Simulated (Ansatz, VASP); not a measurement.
## One calculation of Ca3AsP, two programs

Contents of INCAR:

```
SYSTEM = Ca3AsP
  PREC = Accurate
  ENCUT = 520
  EDIFF = 1E-6
  ISMEAR = 0
  SIGMA = 0.01
  LREAL = .FALSE.
  LASPH = .TRUE.
  NELM = 100
  ALGO = Normal
  ISIF = 2
  LWAVE = .FALSE.
  LCHARG = .FALSE.
  GGA = B5
  ALDAX = 1.0
  AGGAX = 1.0
  AGGAC = 1.0
  ALDAC = 0.0
  NBANDS = 28
```

Contents of KPOINTS:

```
regular mesh
0
G
  4 4 4
  0 0 0
```

POSCAR

```
Ca3AsP
1.0
    5.3338990000      0.0000000000      0.0000000000
    0.0000000000      5.3338990000      0.0000000000
    0.0000000000      0.0000000000      5.3338990000
Ca P As
3 1 1
Direct
    0.0000000000      0.5000000000      0.5000000000
    0.5000000000      0.0000000000      0.5000000000
    0.5000000000      0.5000000000      0.0000000000
    0.5000000000      0.5000000000      0.5000000000
    0.0000000000      0.0000000000      0.0000000000
```

Input for Ansatz:

```yaml
crystal:
  lattice:
    - [5.333899, 0.0, 0.0]
    - [0.0, 5.333899, 0.0]
    - [0.0, 0.0, 5.333899]
  atoms:
    - { symbol: Ca, position: [0.0, 0.5, 0.5] }
    - { symbol: Ca, position: [0.5, 0.0, 0.5] }
    - { symbol: Ca, position: [0.5, 0.5, 0.0] }
    - { symbol: P, position: [0.5, 0.5, 0.5] }
    - { symbol: As, position: [0.0, 0.0, 0.0] }
kpoints:
  mp_grid:
    grid: [4, 4, 4]
hamiltonian:
  xc: blyp
  pseudopotentials:
    kind: paw
scf:
  occupations:
    method: fixed
output:
  eigenvalues: true
```

The cell comes from a database or a generator and needn't be the stable form of this composition.

Alike in both runs: task single point; functional BLYP; k mesh 4 × 4 × 4; no spin polarisation.

|  | VASP | Ansatz |
| --- | --- | --- |
| version | VASP 6.6.1 | Ansatz 0.2.0 |
| potentials or method | VASP PAW PBE potentials, release 64 (Ca_sv, P, As) | plane waves, PAW |
| plane-wave cutoff (eV) | 520 | 420 |
| occupations | gaussian, width 0.01 eV | fixed |
| valence electrons in the cell | 40 | 50 |

```tsv
	VASP	Ansatz	Ansatz less VASP
gap on the k mesh at the Fermi level (eV)	0.31	0.29	-0.012
```

The two sets of potentials don't hold the same shells in valence.

 BLYP gaps usually lie below the measured ones, often by a third to a half.
